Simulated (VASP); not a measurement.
An input for Quantum ESPRESSO's pw.x (written as the equivalent of a VASP run, and not itself run):

```
&CONTROL
  calculation = 'vc-relax'
  pseudo_dir = './pseudo'
  outdir = './out'
  tprnfor = .true.
  tstress = .true.
  nstep = 60
  forc_conv_thr = 0.00039
/
&SYSTEM
  ibrav = 0
  nat = 2
  ntyp = 2
  ecutwfc = 110
  occupations = 'smearing'
  smearing = 'methfessel-paxton'
  degauss = 0.00735
  input_dft = 'pbesol'
/
&ELECTRONS
  conv_thr = 7.3e-08
  electron_maxstep = 100
/
&IONS
/
&CELL
/
ATOMIC_SPECIES
  La 138.905 La.upf
  Si 28.085 Si.upf
CELL_PARAMETERS angstrom
     0.0000000    3.6719480    3.6719480
     3.6719480    0.0000000    3.6719480
     3.6719480    3.6719480    0.0000000
ATOMIC_POSITIONS crystal
  La   0.0000000  0.0000000  0.0000000
  Si   0.2500000  0.2500000  0.2500000
K_POINTS automatic
  8 8 8 0 0 0
```

Question: Write the VASP files for the same calculation (PBEsol).

Answer: One answer among several that fit: 
POSCAR:
```
LaSi
1
    0.0000000000     3.6719480000     3.6719480000
    3.6719480000     0.0000000000     3.6719480000
    3.6719480000     3.6719480000     0.0000000000
La Si
1 1
Direct
  0.0000000000   0.0000000000   0.0000000000
  0.2500000000   0.2500000000   0.2500000000
```

File KPOINTS:
```
Regular mesh
0
gamma
8 8 8
```

### INCAR
```
SYSTEM = LaSi
PREC = Accurate; ENCUT = 400; LREAL = .FALSE.
LASPH = .TRUE.
EDIFF = 1E-6; NELM = 100; ALGO = Normal
LMAXMIX = 6
ISMEAR = 1; SIGMA = 0.1
GGA = PS
IBRION = 2; NSW = 60; ISIF = 3
EDIFFG = -0.01
LWAVE = .FALSE.; LCHARG = .FALSE.
```

POTCAR, in this order: La Si (PBE.64 set). Program: vasp_std.

What does not carry over: the potentials are each code's own (VASP's PAW set, PseudoDojo norm-conserving files in pw.x), so ENCUT and ecutwfc are chosen apart and not converted; conv_thr bounds pw.x's estimated SCF error, while EDIFF bounds the energy change between steps; forc_conv_thr acts on force components and is met together with etot_conv_thr.

The structure was generated: LaSi was put into the zinc blende type (F-43m), which need not be its known phase. This run relaxes it. Symmetry was kept, so distortions that lower it aren't found.
